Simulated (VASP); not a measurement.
The input files of a VASP run:

### POSCAR
```
LiF
1
    0.0000000000     1.9968972940     1.9968972940
    1.9968972940     0.0000000000     1.9968972940
    1.9968972940     1.9968972940     0.0000000000
Li F
1 1
Direct
  0.0000000000   0.0000000000   0.0000000000
  0.5000000000   0.5000000000   0.5000000000
```

**KPOINTS**
```
Regular mesh
0
G
  10 10 10
0 0 0
```

INCAR:
```
ALGO = Normal
EDIFF = 1E-6
EDIFFG = -0.01
ENCUT = 520
GGA = PE
IBRION = 2
ISIF = 3
ISMEAR = 0
IVDW = 12
LASPH = .True.
LCHARG = .False.
LREAL = .False.
LWAVE = .False.
NELM = 100
NSW = 60
PREC = Accurate
SIGMA = 0.05
SYSTEM = LiF
```

POTCAR, in this order: Li_sv F (PBE.64 set). Program: vasp_std.

Q: Translate this PBE-D3(BJ) calculation to Ansatz.

A: One equivalent input (not run):
Ansatz 0.2 input:
```yaml
crystal:
  lattice:
    - [0.0000000, 1.9968973, 1.9968973]
    - [1.9968973, 0.0000000, 1.9968973]
    - [1.9968973, 1.9968973, 0.0000000]
  atoms:
    - { symbol: Li, position: [0.0000000, 0.0000000, 0.0000000] }
    - { symbol: F, position: [0.5000000, 0.5000000, 0.5000000] }
kpoints:
  mp_grid: { grid: [10, 10, 10] }
hamiltonian:
  xc: pbe
  dispersion: d3bj
  pseudopotentials: { kind: paw }
scf:
  occupations: { method: gaussian, width: 0.05 }
  max_iter: 100
relax:
  max_steps: 60
  f_tol: 0.01
  cell: {}
output: { forces: true, stress: true, eigenvalues: true }
```
The two are equivalent in intent, not identical: each code has its own PAW files, so the cut-off isn't converted (ENCUT is set for VASP's; basis.ecutwfc is left out, and Ansatz then takes the one that its files recommend); Ansatz stops its SCF on the density residual and VASP on the energy change (EDIFF).

The compound is LiF in the rock salt structure. It was relaxed first. The start is the result of an earlier pass.
